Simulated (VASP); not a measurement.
Crystal: Y.

```
Y
1.0
     3.64740    0.00000    0.00000
    -1.82370    3.15874    0.00000
     0.00000    0.00000    5.73060
Y
2
Direct
  0.33333 0.66667 0.25000
  0.66667 0.33333 0.75000
```

* Program: VASP 6.6.1
* Task: relaxation of cell and atoms
* Functional: PBEsol
* Potentials or basis: VASP PAW PBE potentials, release 64 (Y_sv)
* Cutoff: 600 eV
* k mesh: 12 × 12 × 7
* Occupations: methfessel-paxton, width 0.1 eV
* Spin: no spin polarisation

At the start: pressure -2.1 GPa; volume 33.01 Å³/atom.

Question: How do energy, volume and symmetry change on relaxing?

Answer: Over 7 steps the energy falls by 12.3 meV/atom and the volume is 31.30 Å³/atom (-5.2 %); space group P6_3/mmc (No. 194, to 0.05 Å).

Step by step:
| step | energy change (eV) | largest force (eV/Å) | pressure (GPa) | volume (Å³) |
| --- | --- | --- | --- | --- |
| 1 | 0.0000 | 0.0000 | -2.13 | 66.02 |
| 2 | -0.0237 | 0.0000 | 0.38 | 61.92 |
| 3 | -0.0245 | 0.0000 | 0.04 | 62.49 |
| 4 | -0.0245 | 0.0000 | -0.02 | 62.56 |
| 5 | -0.0245 | 0.0000 | -0.01 | 62.57 |
| 6 | -0.0245 | 0.0000 | -0.03 | 62.61 |
| 7 | -0.0246 | 0.0000 | -0.02 | 62.59 |

Final structure:
```
Y
1.0
     3.59440    0.00000    0.00000
    -1.79720    3.11284    0.00000
     0.00000    0.00000    5.59405
Y
2
Direct
  0.33333 0.66667 0.25000
  0.66667 0.33333 0.75000
```

Caveat: the PAW data sets were made with another functional, which shifts forces and pressure a little.
